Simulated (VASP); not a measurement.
OSZICAR of a VASP run on ZnS (wurtzite):

OSZICAR:
```
       N       E                     dE             d eps       ncg     rms          rms(c)
DAV:   1     0.205410490053E+03    0.20541E+03   -0.17701E+04  1056   0.196E+03
DAV:   2    -0.205839529403E+02   -0.22599E+03   -0.22057E+03  1080   0.384E+02
DAV:   3    -0.421789650136E+02   -0.21595E+02   -0.21490E+02  1278   0.120E+02
DAV:   4    -0.427051173661E+02   -0.52615E+00   -0.52555E+00  1206   0.191E+01
DAV:   5    -0.427145118919E+02   -0.93945E-02   -0.93936E-02  1320   0.262E+00    0.108E+01
DAV:   6    -0.404042293449E+02    0.23103E+01   -0.86231E+00  1356   0.583E+01    0.560E+00
DAV:   7    -0.396371863775E+02    0.76704E+00   -0.13602E+00  1350   0.149E+01    0.321E+00
DAV:   8    -0.391947212316E+02    0.44247E+00   -0.17172E+00  1410   0.179E+01    0.213E+00
DAV:   9    -0.396313596073E+02   -0.43664E+00   -0.55293E-01  1254   0.152E+01    0.673E-01
DAV:  10    -0.398437172014E+02   -0.21236E+00   -0.16679E-01  1092   0.407E+00    0.593E-01
DAV:  11    -0.398746108613E+02   -0.30894E-01   -0.21519E-02  1188   0.148E+00    0.518E-01
DAV:  12    -0.398575048174E+02    0.17106E-01   -0.59324E-03  1144   0.106E+00    0.323E-01
DAV:  13    -0.398681060859E+02   -0.10601E-01   -0.65241E-03  1182   0.686E-01    0.180E-01
DAV:  14    -0.398635047523E+02    0.46013E-02   -0.96754E-03  1068   0.824E-01    0.167E-01
DAV:  15    -0.398681364712E+02   -0.46317E-02   -0.10375E-03  1140   0.299E-01    0.160E-01
DAV:  16    -0.398684415024E+02   -0.30503E-03   -0.18600E-04  1266   0.914E-02    0.923E-02
DAV:  17    -0.398701503818E+02   -0.17089E-02   -0.43126E-04  1086   0.247E-01    0.260E-02
DAV:  18    -0.398701691998E+02   -0.18818E-04   -0.10934E-04  1272   0.881E-02    0.415E-02
DAV:  19    -0.398701603766E+02    0.88232E-05   -0.36001E-06  1170   0.195E-02    0.314E-02
DAV:  20    -0.398701766055E+02   -0.16229E-04   -0.71886E-06  1230   0.212E-02    0.550E-03
DAV:  21    -0.398701809758E+02   -0.43703E-05   -0.28313E-06  1158   0.179E-02    0.294E-03
DAV:  22    -0.398701809478E+02    0.27926E-07   -0.32203E-07  1228   0.587E-03
   1 F= -.39870181E+02 E0= -.39870181E+02  d E =-.398702E+02
       N       E                     dE             d eps       ncg     rms          rms(c)
DAV:   1    -0.398702217163E+02   -0.40741E-04   -0.48632E-03  1056   0.509E-01    0.328E-02
DAV:   2    -0.398702180417E+02    0.36746E-05   -0.10001E-04  1330   0.111E-01    0.181E-02
DAV:   3    -0.398702135473E+02    0.44944E-05   -0.80172E-06  1206   0.310E-02    0.853E-03
DAV:   4    -0.398702112132E+02    0.23341E-05   -0.47419E-06  1278   0.280E-02    0.133E-03
DAV:   5    -0.398702129922E+02   -0.17790E-05   -0.31294E-06  1104   0.221E-02    0.121E-03
DAV:   6    -0.398702133058E+02   -0.31364E-06   -0.15821E-07   750   0.517E-03    0.498E-04
DAV:   7    -0.398702133967E+02   -0.90828E-07   -0.33617E-08   618   0.214E-03
   2 F= -.39870213E+02 E0= -.39870213E+02  d E =-.324488E-04
```

Q: Which electronic solver shows in the log?

A: It is blocked Davidson (ALGO = Normal, or the opening steps of other solvers). The INCAR had ALGO = Normal.

Q: Can the final energy be trusted as converged?

A: The run converged. It stopped with EDIFF = 1E-7, NELM = 100, NSW = 30 and EDIFFG = -0.01 after 2 ionic steps (TPSS meta-GGA, plane waves, VASP's PBE PAW potentials (set 64)).

The compound is ZnS in the wurtzite structure, the high-temperature form. This cell is one point of a volume scan, at 1.03 of the reference volume. Symmetry was kept, so distortions that lower it aren't found.
